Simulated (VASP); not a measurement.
Given:

```xyz
5
Lattice="-2.3550 2.3550 5.8031 2.3550 -2.3550 5.8031 2.3550 2.3550 -5.8031" Properties=species:S:1:pos:R:3 pbc="T T T"
Sr     0.0000     0.0000     0.0000
Ag     2.3550     0.0000     2.9016
Ag     0.0000     2.3550     2.9016
Sn     0.0000     0.0000     4.3965
Sn     0.0000     0.0000     7.2097
```

All values below come from LDA (Ceperley-Alder, Perdew-Zunger), VASP's LDA PAW potentials (set 64) (plane waves; VASP). Numerical set-up: 300 eV cut-off, 6×6×6 Γ-centred mesh, Gaussian smearing of 0.050 eV, potentials Sr_sv Ag Sn_d.

At this cut-off the stress carries a Pulay error, which pulls relaxed volumes low.

Q: Give the force on each atom (eV/Å).

A: 
| atom | Fx | Fy | Fz |
|---|---|---|---|
| Sr1 | 0.000 | 0.000 | 0.000 |
| Ag2 | 0.000 | 0.000 | 0.000 |
| Ag3 | 0.000 | 0.000 | 0.000 |
| Sn4 | 0.000 | 0.000 | -0.243 |
| Sn5 | 0.000 | 0.000 | 0.243 |

Q: Give the stress tensor in GPa (positive for a compressed cell).

A: 
```
-4.58   0.00   0.00
 0.00  -4.58   0.00
 0.00   0.00  -4.08
```
The pressure is its mean diagonal, -4.41 GPa.

The structure comes from a computed database's Ag2Sn2Sr entry (I4/mmm); how it stands against other phases isn't given here. The cell was not relaxed at this level. The k-mesh is coarse (spacing up to 0.31 per Å, 2π included), so the numbers may not be converged in it.
